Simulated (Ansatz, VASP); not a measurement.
# GaP in two plane-wave programs

Aim: how closely do two programs agree when they are given the same cell, functional and k mesh? The structure shown is the end of the Ansatz relaxation below.

Main program and level: Ansatz 0.2.0; plane waves, with VASP 6.6.1 beside it; single point at RPBE.

## 1. The structure

Symmetry: F-43m, No. 216, cubic system. The conventional cell has a = 5.443 Å, b = 5.443 Å, c = 5.443 Å, α = 90.00°, β = 90.00°, γ = 90.00°. Nearest to Ga lie 4 P at 2.36 Å. Nearest to P lie 4 Ga at 2.36 Å. Farther neighbours are not listed.

## 2. Ansatz: relaxation, RPBE

Ansatz runs on its default PAW (the set named soft_2) files.

This run makes the geometry at which the two programs are then compared.

input.yaml

```yaml
crystal:
  lattice:
    - [0.0, 2.77749101, 2.77749101]
    - [2.77749101, 0.0, 2.77749101]
    - [2.77749101, 2.77749101, 0.0]
  atoms:
    - { symbol: Ga, position: [0.0, 0.0, 0.0] }
    - { symbol: P, position: [0.25, 0.25, 0.25] }
kpoints:
  mp_grid: { grid: [8, 8, 8] }
hamiltonian:
  xc: rpbe
scf:
  occupations: { method: fixed }
output:
  forces: true
  stress: true
  eigenvalues: true
  write_density: true
  write_potential: true
  elf: true
  volumetric_format: npy
relax:
  adjacent_minimum: "off"
  f_tol: 0.001
  max_steps: 60
  cell: { stress_tol: 0.05, p_target: 5.0 }
```

Launch:

```bash
$ ansatz run input.yaml --threads 4 --pin off --max-ram 8192MiB --backend cpu --events-out ev --progress --plain --runs-dir out
```

Numbers of over 12 decimals in the logs are rounded to 6 here.

Log:

```text
Engine: ansatz 0.2.0, x86_64-unknown-linux-gnu
Pseudopotentials: kind: paw
Pseudopotential: Ga, paw, valence charge 13, recommended cutoff 420 eV (normal), Ga.paw.azcp
Pseudopotential: P, paw, valence charge 5, recommended cutoff 420 eV (normal), P.paw.azcp
Functional definition: RPBE
  parameter kappa = 0.804
  parameter beta = 0.066725
  exchange = rpbe_x(kappa = kappa, mu = beta*pi^2/3)
  correlation = pbe_c(beta = beta)
Crystal: 2 atoms, lattice volume = 42.854 Å³
Basis set: ecut = 420 eV, 869 PW (Γ), exchange–correlation on 54×54×54 points (8 copies of the dense FFT grid, shifted against one another)
Bands: 13, of which v1, the nominal top of the filled ones, is band 9 counted from 1 (8 counted from 0)
Symmetry: 24 space group operations
Space group: F-43m (ITA 216), of the structure as read, at distance tolerance 3.5e-5 Å
k-points: 29 of 512 (time reversal used)
Non-local potential: Ga, projectors of the file, l = 0: 2, l = 1: 2, l = 2: 3, l = 3: 1
Non-local potential: P, projectors of the file, l = 0: 2, l = 1: 2, l = 2: 2
PAW form: soft (Blöchl's): semilocal exchange-correlation on the pseudo side does not see the compensation charge
PAW frozen core: Ga, regenerated for the run's functional, and the local potential with it (the file was generated under x = pbe(κ = 0.804, μ = 0.219515), c = pbe(β = 0.066725))
PAW frozen core: P, regenerated for the run's functional, and the local potential with it (the file was generated under x = pbe(κ = 0.804, μ = 0.219515), c = pbe(β = 0.066725))
PAW one-centre angular grid: Ga, 590 points (default); XC on 64 Gauss nodes
PAW one-centre angular grid: P, 110 points (default); XC on 64 Gauss nodes
Initial density: superposition of atomic densities (neutral atoms: chi_scale 0, normalization atom), corrected by the library's trained network
Initial wavefunctions: pseudopotential atomic-orbital guess
Functional: x = rpbe, c = pbe(β = 0.066725)
SCF iter   1: F=—  HF=-4548.404693 eV  |F-HF|=—  |Δ(HF+E_count)|=         —  Δρ=3.25e-3  dr2=1.89e-3  ethr=1.77e-3  ⟨swp⟩=5.0  Hψ=1992  notcnv=0  defer=50
preconditioner: auto → none  [insulator: Δε(μ)=1.496 eV  Ē_g=15.336 eV  n_scr=14 (ndim 8)  ℏωp=24.1 eV  f_vac=0.021  ε∞_Penn≈3.5]
SCF iter   2: F=—  HF=-4548.403681 eV  |F-HF|=—  |Δ(HF+E_count)|=   1.01e-3  Δρ=1.17e-3  dr2=6.26e-4  ethr=1.05e-5  ⟨swp⟩=2.6  Hψ=958  notcnv=0  defer=55
SCF iter   3: F=—  HF=-4548.403361 eV  |F-HF|=—  |Δ(HF+E_count)|=   3.19e-4  Δρ=5.25e-4  dr2=7.92e-5  ethr=3.48e-6  ⟨swp⟩=2.0  Hψ=702  notcnv=0  defer=52
SCF iter   4: F=—  HF=-4548.403376 eV  |F-HF|=—  |Δ(HF+E_count)|=   1.51e-5  Δρ=1.67e-4  dr2=5.71e-6  ethr=4.40e-7  ⟨swp⟩=2.2  Hψ=591  notcnv=0  defer=51
SCF iter   5: F=—  HF=-4548.403377 eV  |F-HF|=—  |Δ(HF+E_count)|=   3.97e-7  Δρ=5.88e-5  dr2=8.02e-7  ethr=3.17e-8  ⟨swp⟩=2.0  Hψ=625  notcnv=0  defer=56
SCF iter   6: F=-4548.403378 eV  HF=-4548.403377 eV  |F-HF|=6.85e-8  |Δ(HF+E_count)|=   6.12e-7  Δρ=7.38e-6  dr2=1.78e-8  ethr=5.56e-10  ⟨swp⟩=12.3  Hψ=3503  notcnv=0
SCF 1 converged in 6 iterations: F = -4548.403378 eV  dr2 = 1.78e-8
  greatest PAW one-centre occupation: 0.994 electrons in one spin orbital (limit 2), on the Ga atom at site 0 (counted from 0), in its partial waves of l = 2
relax step   1: F+E_penalty+E_count = -4548.40337755 eV  Δ(F+E_penalty+E_count) = +0.000e0 eV  max|allowed force component| = 2.498e-16 eV/Å  Δτ_max = 0.0000 Å  P = +0.008 GPa  Ω = 42.854 Å³  (6 SCF iters, dr2 threshold 1.00e-7 eV, accepted)
[...]
relax step   2: F+E_penalty+E_count = -4548.37903819 eV  Δ(F+E_penalty+E_count) = +2.434e-2 eV  max|allowed force component| = 6.708e-17 eV/Å  Δτ_max = 0.0000 Å  P = +3.988 GPa  Ω = 40.767 Å³  energy of the carried Pulay correction = +5.122e-4 eV  (6 SCF iters, dr2 threshold 2.00e-7 eV, accepted)
[...]
relax step   3: F+E_penalty+E_count = -4548.36503326 eV  Δ(F+E_penalty+E_count) = +1.400e-2 eV  max|allowed force component| = 4.279e-17 eV/Å  Δτ_max = 0.0000 Å  P = +5.109 GPa  Ω = 40.269 Å³  energy of the carried Pulay correction = +6.384e-4 eV  (5 SCF iters, dr2 threshold 2.00e-7 eV, accepted)
[...]
relax step   4: F+E_penalty+E_count = -4548.36653312 eV  Δ(F+E_penalty+E_count) = -1.500e-3 eV  max|allowed force component| = 9.714e-17 eV/Å  Δτ_max = 0.0000 Å  P = +4.997 GPa  Ω = 40.317 Å³  energy of the carried Pulay correction = +6.262e-4 eV  (3 SCF iters, dr2 threshold 2.97e-8 eV, accepted)
[...]
relax step   5: F+E_penalty+E_count = -4548.36593555 eV  Δ(F+E_penalty+E_count) = +5.976e-4 eV  max|allowed force component| = 5.089e-17 eV/Å  Δτ_max = 0.0000 Å  P = +4.995 GPa  Ω = 40.317 Å³  stress off target by 4.86e-3 GPa  SCF on the basis re-selected at this cell (its energy is not comparable with the rows above)  (6 SCF iters)
basis re-selected at this cell: Δ(F+E_penalty+E_count) = +5.976e-4 eV, ΔP = -0.002 GPa vs the last step (what re-selecting the basis moved, of the pressure what is left beyond the Pulay correction that the steps carried, after the strain that the cell walked since its last selection, with what the two solves' SCF thresholds leave and, on support functions, any second-order correction that the steps lacked; it is no m [...]
SCF converged after 6 iterations
Free energy (F): -4548.365936 eV
Harris-Foulkes:  -4548.365936 eV  (|F-HF|=6.37e-12)
Internal energy: -4548.365936 eV  (E = F + TS)
E sigma→0 (E₀):  -4548.365936 eV
Fermi energy:    7.232818 eV
--- Per-component energies (eV) ---
  E_band       = -55.295319
  E_kinetic    = 186.366920
  E_local      = -2197.126967  (includes V_loc(G=0)·N_el)
  E_nonlocal   = 458.053888
  E_hartree    = 1016.904477
  E_xc         = -130.988815
  E_vxc        = -118.897462  (∫ρ·V_xc dr)
  E_paw        = -2566.996669  (= ΣΔE_a)
  E_vpaw       = -417.500571  (= ΣTr[D̂ρ^β])
  E_aug_tail   = -0.000089  (compensation charges beyond the density's cutoff)
  E_ewald      = -1314.424061
  E_core_change = -0.154620  (= ΣΔE_core)
  E_smearing   = -0.000000  (= −TS)
  E_closure    = 0.000000  (closes the sum)
  Σ components = -4548.365936   (vs F -4548.365936, Δ=0.00e0)
--- Forces (eV/Å), atoms counted from 1 ---
  atom   1  Ga     0.00000000     0.00000000    -0.00000000
  atom   2  P     -0.00000000    -0.00000000     0.00000000
  max |Σ_I F_I| component: 8.33e-17 eV/Å
--- Stress (GPa, compression-positive) ---
        4.995138      -0.000000      -0.000000
       -0.000000       4.995138       0.000000
       -0.000000       0.000000       4.995138
  P = ⅓ Tr σ = 4.9951 GPa (49.951 kbar)
--- Band table (eV; the first three rows and the last of 29) ---
  k-point 0: bands = [... 5 lower, -5.2635, 7.2328, 7.2328, 7.2328, 9.2246, 11.1537, 11.1537, 11.1537]
  k-point 1: bands = [... 5 lower, -5.0602, 5.6317, 7.0030, 7.0030, 9.8017, 11.5035, 11.5035, 11.7806]
  k-point 2: bands = [... 5 lower, -4.4846, 3.3834, 6.5695, 6.5695, 9.4968, 12.0103, 12.0103, 13.7064]
  k-point 28: bands = [... 5 lower, -2.1999, 0.7093, 3.6661, 3.8240, 12.0135, 12.1577, 13.4175, 13.4647]
--- Relaxed structure (4 steps of the walk, 4 accepted, 1 SCFs on fresh bases) ---
  F+E_penalty+E_count = -4548.36593555 eV   max|allowed force component| = 5.089e-17 eV/Å   (the final SCF, on the basis selected at the relaxed cell)
  cell:  # Å, volume = 40.3166 Å³
    - [0, 2.721561, 2.721561]
    - [2.721561, 0, 2.721561]
    - [2.721561, 2.721561, 0]
  atoms:
    - { symbol: Ga, position: [0, 0, 0] }
    - { symbol: P, position: [0.25, 0.25, 0.25] }
```

## 3. VASP: single point, RPBE, pair 1

The same cell, functional and mesh now go to VASP, with its own data sets.

Lines of VASP's logs that name or quote its potential files are left out, and so is its time.

INCAR

```
SYSTEM = GaP
PREC = Accurate
ENCUT = 500
EDIFF = 1E-06
NELM = 120
ISMEAR = 0
SIGMA = 0.01
LREAL = .FALSE.
ALGO = Normal
GGA = RP
NBANDS = 15
LORBIT = 11
LWAVE = .FALSE.
LCHARG = .FALSE.
ISIF = 2
LASPH = .TRUE.
GGA_COMPAT = .FALSE.
EFERMI = MIDGAP
```

POSCAR

```
GaP
1.0
    0.0000000000      2.7215612815      2.7215612815
    2.7215612815      0.0000000000      2.7215612815
    2.7215612815      2.7215612815      0.0000000000
Ga P
1 1
Direct
    0.0000000000      0.0000000000      0.0000000000
    0.2500000000      0.2500000000      0.2500000000
```

KPOINTS

```
Automatic mesh
0
Gamma
8 8 8
0 0 0
```

Potentials, in the order of the species: Ga_d and P (PBE family, release 64).

Launch:

```bash
$ mpirun -np 1 vasp_std
```

Log:

```text
[banner, memory and clock lines left out]
running    1 mpi-ranks, on    1 nodes
 distrk:  each k-point on    1 cores,    1 groups
 distr:  one band on    1 cores,    1 groups

 POSCAR found type information on POSCAR GaP
 POSCAR found :  2 types and       2 ions
|                                                                             |
|               ----> ADVICE to this user running VASP <----                  |
|                                                                             |
|     You enforced a specific xc type in the INCAR file but a different       |
|     [... a line on the potential file left out ...]
|     I HOPE YOU KNOW WHAT YOU ARE DOING!                                     |
|                                                                             |

 LDA part: xc-table for (Slater+PW92), standard interpolation
 POSCAR, INCAR and KPOINTS ok, starting setup
 FFT: planning ... GRIDC
 FFT: planning ... GRID_SOFT
 FFT: planning ... GRID
 WAVECAR not read
 entering main loop
       N       E                     dE             d eps       ncg     rms          rms(c)
DAV:   1     0.775415418660E+02    0.77542E+02   -0.90017E+03   902   0.172E+03
DAV:   2    -0.315256114032E+01   -0.80694E+02   -0.77483E+02  1017   0.302E+02
DAV:   3    -0.857766934087E+01   -0.54251E+01   -0.54091E+01  1136   0.647E+01
DAV:   4    -0.866135408943E+01   -0.83685E-01   -0.83671E-01  1122   0.878E+00
DAV:   5    -0.866265998864E+01   -0.13059E-02   -0.13059E-02  1164   0.912E-01    0.490E+00
DAV:   6    -0.843802470354E+01    0.22464E+00   -0.37891E-01  1340   0.109E+01    0.330E+00
DAV:   7    -0.841901225253E+01    0.19012E-01   -0.11181E-01  1126   0.232E+00    0.123E+00
DAV:   8    -0.842276460075E+01   -0.37523E-02   -0.16416E-02  1067   0.165E+00    0.223E-01
DAV:   9    -0.842380529073E+01   -0.10407E-02   -0.20026E-03  1052   0.570E-01    0.109E-01
DAV:  10    -0.842396541396E+01   -0.16012E-03   -0.17060E-04  1233   0.143E-01    0.547E-02
DAV:  11    -0.842416093328E+01   -0.19552E-03   -0.39361E-04   968   0.133E-01    0.883E-03
DAV:  12    -0.842416085215E+01    0.81135E-07   -0.67226E-06  1080   0.310E-02
   1 F= -.84241609E+01 E0= -.84241609E+01  d E =0.000000E+00
```

(Part 1 of 2 ends here.)

[Lines on the potential files, build, host, timing and source positions are cut from VASP's logs without a mark.]

[Logs are printed without paths, hosts, clocks, repeated set-up lines and the standing remarks that a program may print on its own settings, such as how far it seeks lower states.]

[Hosts, paths, dates, database ids (printed as entryN), source tags and the programs' standing remarks are cut or masked in the printed files.]
